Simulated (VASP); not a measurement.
Crystal: As.

```
As
1.0
     1.88080    1.08588    3.51406
    -1.88080    1.08588    3.51406
     0.00000   -2.17176    3.51406
As
2
Cartesian
  0.0000 0.0000 8.1597
  0.0000 0.0000 2.3825
```

| Quantity | Value |
| --- | --- |
| Program | VASP 6.6.1 |
| Task | relaxation of cell and atoms |
| Functional | PBE |
| Potentials or basis | VASP PAW PBE potentials, release 64 (As) |
| Cutoff | 600 eV |
| k mesh | 12 × 12 × 10 |
| Occupations | gaussian, width 0.03 eV |
| Spin | no spin polarisation |

At the start: pressure 4.1 GPa; volume 21.53 Å³/atom.

Task: How do energy, volume and symmetry change on relaxing?

Result: Over 11 steps the energy falls by 15.1 meV/atom and the volume is 22.68 Å³/atom (+5.3 %); space group R-3m (No. 166, to 0.05 Å).

Step by step:
| step | energy change (eV) | largest force (eV/Å) | pressure (GPa) | volume (Å³) |
| --- | --- | --- | --- | --- |
| 1 | 0.0000 | 0.4814 | 4.11 | 43.06 |
| 2 | -0.0111 | 0.3925 | -2.67 | 46.60 |
| 3 | -0.0296 | 0.0316 | 0.06 | 44.97 |
| 4 | -0.0296 | 0.0220 | 0.13 | 44.93 |
| 5 | -0.0297 | 0.0135 | 0.11 | 45.00 |
| 6 | -0.0299 | 0.0124 | 0.04 | 45.18 |
| 7 | -0.0299 | 0.0251 | 0.02 | 45.27 |
| 8 | -0.0301 | 0.0056 | -0.04 | 45.33 |
| 9 | -0.0301 | 0.0154 | -0.11 | 45.40 |
| 10 | -0.0301 | 0.0044 | 0.06 | 45.35 |
| 11 | -0.0301 | 0.0070 | 0.02 | 45.36 |

Final structure:
```yaml
crystal:
  lattice:
    - [1.90644, 1.10069, 3.60284]
    - [-1.90644, 1.10069, 3.60284]
    - [0.00000, -2.20137, 3.60284]
  atoms:
    - { symbol: As, position: [0.77347, 0.77347, 0.77347] }
    - { symbol: As, position: [0.22653, 0.22653, 0.22653] }
```
